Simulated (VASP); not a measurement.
Output of a VASP run:

### OUTCAR
```
 ion  position               nearest neighbor table
   1  0.000  0.000  0.000-
  LATTYP: Found a simple cubic cell.
 ALAT       =     2.6055107797
 Subroutine PRICEL returns:
 Original cell was already a primitive cell.
 Subroutine GETGRP returns: Found 48 space group operations
The static configuration has the point symmetry O_h .
The dynamic configuration has the point symmetry O_h .
 Subroutine INISYM returns: Found 48 space group operations
 Subroutine IBZKPT returns following result:
 Found    165 irreducible k-points:

 Following reciprocal coordinates:
            Coordinates               Weight
  0.000000  0.000000  0.000000      1.000000
  0.062500  0.000000  0.000000      6.000000
  0.125000  0.000000  0.000000      6.000000
  0.187500  0.000000  0.000000      6.000000
  0.250000  0.000000  0.000000      6.000000
  0.312500  0.000000  0.000000      6.000000
  0.375000  0.000000  0.000000      6.000000
  0.437500  0.000000  0.000000      6.000000
  0.500000  0.000000  0.000000      3.000000
  0.062500  0.062500  0.000000     12.000000
  0.125000  0.062500  0.000000     24.000000
  0.187500  0.062500  0.000000     24.000000
  0.250000  0.062500  0.000000     24.000000
  0.312500  0.062500  0.000000     24.000000
  0.375000  0.062500  0.000000     24.000000
  0.437500  0.062500  0.000000     24.000000
  0.500000  0.062500  0.000000     12.000000
  0.125000  0.125000  0.000000     12.000000
  0.187500  0.125000  0.000000     24.000000
  0.250000  0.125000  0.000000     24.000000
  0.312500  0.125000  0.000000     24.000000
  0.375000  0.125000  0.000000     24.000000
  0.437500  0.125000  0.000000     24.000000
  0.500000  0.125000  0.000000     12.000000
  0.187500  0.187500  0.000000     12.000000
  0.250000  0.187500  0.000000     24.000000
  0.312500  0.187500  0.000000     24.000000
  0.375000  0.187500  0.000000     24.000000
  0.437500  0.187500  0.000000     24.000000
  0.500000  0.187500  0.000000     12.000000
  0.250000  0.250000  0.000000     12.000000
  0.312500  0.250000  0.000000     24.000000
  0.375000  0.250000  0.000000     24.000000
  0.437500  0.250000  0.000000     24.000000
  0.500000  0.250000  0.000000     12.000000
  0.312500  0.312500  0.000000     12.000000
  0.375000  0.312500  0.000000     24.000000
  0.437500  0.312500  0.000000     24.000000
  0.500000  0.312500  0.000000     12.000000
  0.375000  0.375000  0.000000     12.000000
   k-points           NKPTS =    165   k-points in BZ     NKDIM =    165   number of bands    NBANDS=      9
   number of dos      NEDOS =    601   number of ions     NIONS =      1
   total plane-waves  NPLWV =   5832
   dimension x,y,z NGX =    18 NGY =   18 NGZ =   18
   dimension x,y,z NGXF=    36 NGYF=   36 NGZF=   36
   ions per type =               1
   PREC   = accura    normal or accurate (medium, high low for compatibility)
   ISTART =      0    job   : 0-new  1-cont  2-samecut
   ICHARG =      2    charge: 1-file 2-atom 10-const
   ISPIN  =      1    spin polarized calculation?
   LNONCOLLINEAR =      F non collinear calculations
   LSORBIT =      F    spin-orbit coupling
   INIWAV =      1    electr: 0-lowe 1-rand  2-diag
   ENCUT  =  400.0 eV  29.40 Ry    5.42 a.u.   4.25  4.25  4.25*2*pi/ulx,y,z
   NELM   =    100;   NELMIN=  2; NELMDL= -5     # of ELM steps
   EDIFF  = 0.1E-06   stopping-criterion for ELM
   LREAL  =      F    real-space projection
   NLSPLINE    = F    spline interpolate recip. space projectors
   LMAXMIX     =    6 max onsite mixed and CHGCAR
   VOSKOWN=      0    Vosko Wilk Nusair interpolation
   EDIFFG = 0.1E-05   stopping-criterion for IOM
   NSW    =      0    number of steps for IOM
   NBLOCK =      1;   KBLOCK =      1    inner block; outer block
   IBRION =     -1    ionic relax: 0-MD 1-quasi-New 2-CG
   NFREE  =      0    steps in history (QN), initial steepest desc. (CG)
...
```

File OSZICAR:
```
       N       E                     dE             d eps       ncg     rms          rms(c)
DAV:   1    -0.220050592234E+02   -0.22005E+02   -0.47166E+03  3402   0.825E+02
DAV:   2    -0.541634636586E+02   -0.32158E+02   -0.30977E+02  3115   0.159E+02
DAV:   3    -0.544776915300E+02   -0.31423E+00   -0.31271E+00  3437   0.153E+01
DAV:   4    -0.544791567030E+02   -0.14652E-02   -0.14651E-02  3337   0.112E+00
DAV:   5    -0.544791725156E+02   -0.15813E-04   -0.15805E-04  3351   0.110E-01    0.981E+00
DAV:   6    -0.507976628503E+02    0.36815E+01   -0.39881E+00  3019   0.166E+01    0.546E+00
DAV:   7    -0.510082040909E+02   -0.21054E+00   -0.34748E-01  3015   0.373E+00    0.337E+00
DAV:   8    -0.510561383767E+02   -0.47934E-01   -0.13371E-01  2985   0.270E+00    0.162E-01
DAV:   9    -0.510694225416E+02   -0.13284E-01   -0.10022E-02  3015   0.862E-01    0.967E-02
DAV:  10    -0.510690691388E+02    0.35340E-03   -0.17932E-03  3116   0.351E-01    0.482E-02
DAV:  11    -0.510701905108E+02   -0.11214E-02   -0.88446E-04  3005   0.239E-01    0.369E-02
DAV:  12    -0.510702399963E+02   -0.49486E-04   -0.58740E-05  3043   0.730E-02    0.107E-02
DAV:  13    -0.510702186035E+02    0.21393E-04   -0.13902E-05  3180   0.298E-02    0.358E-03
DAV:  14    -0.510702142701E+02    0.43335E-05   -0.12607E-06  3052   0.865E-03    0.260E-03
DAV:  15    -0.510702214839E+02   -0.72138E-05   -0.12342E-06  3003   0.983E-03    0.167E-04
DAV:  16    -0.510702196963E+02    0.17876E-05   -0.10763E-07  2507   0.304E-03    0.642E-04
DAV:  17    -0.510702212659E+02   -0.15696E-05   -0.44996E-08  1512   0.169E-03    0.690E-05
DAV:  18    -0.510702213741E+02   -0.10816E-06   -0.11399E-09  1501   0.365E-04    0.105E-05
DAV:  19    -0.510702213783E+02   -0.41698E-08   -0.16710E-10  1500   0.161E-04
   1 F= -.51070221E+02 E0= -.51070221E+02  d E =0.000000E+00
       N       E                     dE             ncg
```

OUTCAR:
```
------------------------ aborting loop because EDIFF is reached ----------------------------------------
  FORCE on cell =-STRESS in cart. coord.  units (eV):
  Direction    XX          YY          ZZ          XY          YZ          ZX
  --------------------------------------------------------------------------------------
  Total        0.0034896      0.0034896      0.0034896      0.0000000      0.0000000     -0.0000000
  in kB        0.3160860      0.3160860      0.3160860      0.0000000      0.0000000     -0.0000000
  external PRESSURE =       0.3160860 kB  Pullay stress =       0.0000000 kB
  volume of cell :       17.69
      direct lattice vectors                 reciprocal lattice vectors
     2.605510780  0.000000000  0.000000000     0.383801905  0.000000000  0.000000000
     0.000000000  2.605510780  0.000000000     0.000000000  0.383801905  0.000000000
     0.000000000  0.000000000  2.605510780     0.000000000  0.000000000  0.383801905
 POSITION                                       TOTAL-FORCE (eV/Angst)
 -----------------------------------------------------------------------------------
      0.00000      0.00000      0.00000         0.000000      0.000000      0.000000
 -----------------------------------------------------------------------------------
    total drift:                                0.000000      0.000000     -0.000000
  FREE ENERGIE OF THE ION-ELECTRON SYSTEM (eV)
  ---------------------------------------------------
  free  energy   TOTEN  =       -51.0702213783 eV

  energy  without entropy=      -51.0702213783  energy(sigma->0) =      -51.07022138

 total charge

# of ion       s       p       d       tot
------------------------------------------
    1        0.716   0.458   8.084   9.257
```
(Selected blocks of OUTCAR.)

POSCAR:
```
Pt
1
    2.6055107797     0.0000000000    -0.0000000000
    0.0000000000     2.6055107797    -0.0000000000
    0.0000000000     0.0000000000     2.6055107797
Pt
1
Direct
  0.0000000000   0.0000000000   0.0000000000
```

Task: Write an INCAR and KPOINTS that could have produced this output.

Result: Several could match; the one computed here: the input of the run itself, r2SCAN meta-GGA, plane waves, VASP's PBE PAW potentials (set 64).

**INCAR**
```
SYSTEM = Pt
PREC = Accurate
ENCUT = 400
EDIFF = 1E-7
NELM = 100
ALGO = Normal
LREAL = .FALSE.
LASPH = .TRUE.
ISMEAR = -5
METAGGA = R2SCAN
LMIXTAU = .TRUE.
LMAXMIX = 6
LWAVE = .FALSE.
LCHARG = .FALSE.
LORBIT = 11
NEDOS = 601
ISIF = 2
```

File KPOINTS:
```
Automatic
0
gamma
  16 16 16
0 0 0
```

**KPOINTS_OPT**
```
k-points along high-symmetry lines
10
Line-mode
Reciprocal
  0.000000   0.000000   0.000000 ! GAMMA
  0.000000   0.500000   0.000000 ! X

  0.000000   0.500000   0.000000 ! X
  0.500000   0.500000   0.000000 ! M

  0.500000   0.500000   0.000000 ! M
  0.000000   0.000000   0.000000 ! GAMMA

  0.000000   0.000000   0.000000 ! GAMMA
  0.500000   0.500000   0.500000 ! R

  0.500000   0.500000   0.500000 ! R
  0.000000   0.500000   0.000000 ! X

  0.500000   0.500000   0.500000 ! R
  0.500000   0.500000   0.000000 ! M
```

POTCAR, in this order: Pt (PBE.64 set). Program: vasp_std.

For a metal the tetrahedron method with Blöchl corrections gives inexact stress and forces.

The structure was generated: Pt was put into the simple-cubic type (Pm-3m), which need not be its known phase. It was relaxed first.
